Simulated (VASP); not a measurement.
Consider the following.

```xyz
3
Lattice="0.0000 2.7464 2.7464 2.7464 0.0000 2.7464 2.7464 2.7464 0.0000" Properties=species:S:1:pos:R:3 pbc="T T T"
Ce     0.0000     0.0000     0.0000
O      1.3732     1.3732     1.3732
O      4.1196     4.1196     4.1196
```

The numbers are results of revPBE GGA, VASP's PBE PAW potentials (set 64) (plane waves; VASP), not measurements. Run with 520 eV cut-off, 6×6×6 Γ-centred mesh, Gaussian smearing of 0.050 eV, potentials Ce O.

Problem. Predict the energy per atom (σ→0).

Solution. 
```
Property                       Result
---------------------  --------------
energy per atom (σ→0)  -8.373 eV/atom
```

Total energies compare only between runs with the same potentials, cut-off and functional.

The compound is CeO2 in the fluorite structure. It was relaxed first. The start is the result of an earlier pass. The run is not spin-polarised, so no magnetic state was tried.
